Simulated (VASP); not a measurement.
Output of a VASP run:

File OSZICAR:
```
       N       E                     dE             d eps       ncg     rms          rms(c)
DAV:   1     0.112586007493E+03    0.11259E+03   -0.87071E+03   918   0.122E+03
DAV:   2     0.451085835740E+01   -0.10808E+03   -0.10372E+03  1035   0.283E+02
DAV:   3    -0.689144376257E+00   -0.52000E+01   -0.51802E+01  1065   0.635E+01
DAV:   4    -0.721103239985E+00   -0.31959E-01   -0.31949E-01  1000   0.504E+00
DAV:   5    -0.721310064186E+00   -0.20682E-03   -0.20682E-03  1060   0.378E-01    0.460E+00
DAV:   6    -0.254710502430E+00    0.46660E+00   -0.93018E-01   973   0.103E+01    0.371E+00
DAV:   7    -0.242281075806E+00    0.12429E-01   -0.14773E-01   950   0.287E+00    0.173E+00
DAV:   8    -0.242375245263E+00   -0.94169E-04   -0.10684E-02   960   0.140E+00    0.229E-01
DAV:   9    -0.242457364074E+00   -0.82119E-04   -0.18252E-03  1025   0.532E-01    0.488E-02
DAV:  10    -0.242486943464E+00   -0.29579E-04   -0.18662E-04   965   0.178E-01    0.365E-02
DAV:  11    -0.242501761322E+00   -0.14818E-04   -0.43859E-05   945   0.701E-02    0.697E-03
DAV:  12    -0.242500373484E+00    0.13878E-05   -0.32805E-06  1040   0.147E-02    0.164E-03
DAV:  13    -0.242500160749E+00    0.21274E-06   -0.25397E-07   490   0.476E-03
   1 F= -.24250016E+00 E0= -.24259848E+00  d E =-.242500E+00
```

OUTCAR:
```
------------------------ aborting loop because EDIFF is reached ----------------------------------------
  FORCE on cell =-STRESS in cart. coord.  units (eV):
  Direction    XX          YY          ZZ          XY          YZ          ZX
  --------------------------------------------------------------------------------------
  Total       -0.0100784     -0.0100784     -0.0100784      0.0000000      0.0000000      0.0000000
  in kB       -0.2493200     -0.2493200     -0.2493200      0.0000000      0.0000000      0.0000000
  external PRESSURE =      -0.2493200 kB  Pullay stress =       0.0000000 kB
  volume of cell :       64.77
      direct lattice vectors                 reciprocal lattice vectors
     0.000000000  3.187411946  3.187411946    -0.156867078  0.156867078  0.156867078
     3.187411946  0.000000000  3.187411946     0.156867078 -0.156867078  0.156867078
     3.187411946  3.187411946  0.000000000     0.156867078  0.156867078 -0.156867078
  FREE ENERGIE OF THE ION-ELECTRON SYSTEM (eV)
  ---------------------------------------------------
  free  energy   TOTEN  =        -0.2425001607 eV

  energy  without entropy=       -0.2427951054  energy(sigma->0) =       -0.24259848

 reached required accuracy - stopping structural energy minimisation
```
(Selected blocks of OUTCAR.)

File POSCAR:
```
CdSe
1
   -0.0000000000     3.1874119464     3.1874119464
    3.1874119464    -0.0000000000     3.1874119464
    3.1874119464     3.1874119464     0.0000000000
Cd Se
1 1
Direct
  0.0000000000   0.0000000000   1.0000000000
  0.2500000000   0.2500000000   0.2500000000
```

Task: Reconstruct the remaining input files.

Result: Several could match; the one computed here: the input of the run itself, vdW-DF2, plane waves, VASP's PBE PAW potentials (set 64).

**INCAR**
```
AGGAC = 0.0
ALGO = Normal
EDIFF = 1E-6
EDIFFG = -0.01
ENCUT = 520
GGA = ML
IBRION = 2
ISIF = 3
ISMEAR = 1
LASPH = .True.
LCHARG = .False.
LMAXMIX = 4
LREAL = .False.
LUSE_VDW = .True.
LWAVE = .False.
NELM = 100
NSW = 60
PREC = Accurate
SIGMA = 0.1
SYSTEM = CdSe
ZAB_VDW = -1.8867
```

KPOINTS:
```
Automatic
0
Gamma
9 9 9
```

POTCAR, in this order: Cd Se (PBE.64 set). Program: vasp_std.

The compound is CdSe in the zinc blende structure, whereas wurtzite is the usual form. It was relaxed first, which changed the volume by +17 %. The start is the result of an earlier pass.
